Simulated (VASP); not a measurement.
Wanted: the native input for a VASP 6.6.1 run.

* Task: relaxation of the atoms
* Functional: PBEsol
* Potentials or basis: VASP PAW PBE potentials, release 64 (Mn_pv, Al, N)
* Cutoff: 450 eV
* k mesh: 3 × 3 × 2
* Occupations: gaussian, width 0.03 eV
* Spin: collinear spin, ferromagnetic start
* Hubbard terms: Mn d U = 3.5 eV
* Dq: 0
* Further INCAR settings: LREAL = Auto; ALGO = Normal; EDIFF = 1e-05; IBRION = 2; EDIFFG = -0.03; NSW = 40

The structure of MnAl15N16 (a cell with a defect) lies in POSCAR:

```
MnAl15N16
1.0
    6.2200008610      0.0000000000      0.0000000000
   -3.1100004305      5.3866787572      0.0000000000
    0.0000000000      0.0000000000      9.9600000000
Mn Al N
1 15 16
Direct
    0.3333333333      0.1666666667      0.0000000000
    0.3333333333      0.1666666667      0.5000000000
    0.3333333333      0.6666666667      0.0000000000
    0.3333333333      0.6666666667      0.5000000000
    0.8333333333      0.1666666667      0.0000000000
    0.8333333333      0.1666666667      0.5000000000
    0.8333333333      0.6666666667      0.0000000000
    0.8333333333      0.6666666667      0.5000000000
    0.1666666667      0.3333333333      0.2500000000
    0.1666666667      0.3333333333      0.7500000000
    0.1666666667      0.8333333333      0.2500000000
    0.1666666667      0.8333333333      0.7500000000
    0.6666666667      0.3333333333      0.2500000000
    0.6666666667      0.3333333333      0.7500000000
    0.6666666667      0.8333333333      0.2500000000
    0.6666666667      0.8333333333      0.7500000000
    0.3333333333      0.1666666667      0.1910000000
    0.3333333333      0.1666666667      0.6910000000
    0.3333333333      0.6666666667      0.1910000000
    0.3333333333      0.6666666667      0.6910000000
    0.8333333333      0.1666666667      0.1910000000
    0.8333333333      0.1666666667      0.6910000000
    0.8333333333      0.6666666667      0.1910000000
    0.8333333333      0.6666666667      0.6910000000
    0.1666666667      0.3333333333      0.4410000000
    0.1666666667      0.3333333333      0.9410000000
    0.1666666667      0.8333333333      0.4410000000
    0.1666666667      0.8333333333      0.9410000000
    0.6666666667      0.3333333333      0.4410000000
    0.6666666667      0.3333333333      0.9410000000
    0.6666666667      0.8333333333      0.4410000000
    0.6666666667      0.8333333333      0.9410000000
```

These files were run (other wordings do the same):

INCAR

```
  PREC = Accurate
  ENCUT = 450
  EDIFF = 1E-5
  ISMEAR = 0
  SIGMA = 0.03
  LREAL = Auto
  LASPH = T
  NELM = 120
  ALGO = Normal
  ISIF = 2
  LWAVE = F
  LCHARG = F
  ISPIN = 2
  MAGMOM = 4 0 0 0 0 0 0 0 0 0 0 0 0 0 0 0 0 0 0 0 0 0 0 0 0 0 0 0 0 0 0 0
  LORBIT = 11
  LMAXMIX = 4
  LDAU = T
  LDAUTYPE = 2
  LDAUL = 2 -1 -1
  LDAUU = 3.5 0 0
  LDAUJ = 0 0 0
  LDAUPRINT = 1
  GGA = PS
  IBRION = 2
  NSW = 40
  EDIFFG = -0.03
  KPAR = 4
```

KPOINTS

```
regular mesh
0
Gamma
  3 3 2
```

Potentials or basis: VASP PAW PBE potentials, release 64 (Mn_pv, Al, N).

Run with:

```sh
$ cat potpaw_PBE.64/Mn_pv/POTCAR potpaw_PBE.64/Al/POTCAR potpaw_PBE.64/N/POTCAR > POTCAR
$ mpirun -np 4 vasp_std > vasp.out
```

It gave:

The energy gained by relaxing is 10.9 meV/atom, the ionic steps are 31 and the largest force after relaxing is 0.018 eV/Å. The band gap on the k mesh is none (metal or under the smearing width), the net moment is 4.00 μB per cell and the site moments are Mn +3.92; Al +0.00, +0.01; N +0.00, +0.01, -0.00, -0.08 μB. The valence electrons inside the program's atomic spheres are Mn 11.66; Al 0.81, 0.82; N 3.82, 3.83, 3.84, 3.85, 3.81.

Caveat: the k mesh is coarse (spacing up to 0.39 Å⁻¹), so the values aren't converged; the PAW data sets were made with another functional, which shifts forces and pressure a little; only a ferromagnetic start was run, and an antiferromagnetic order may lie lower in energy.

It took 57 min on 4 MPI ranks on Intel(R) Xeon(R) 6975P-C (Granite Rapids) (shared host), peak memory 0.69 GiB a rank.
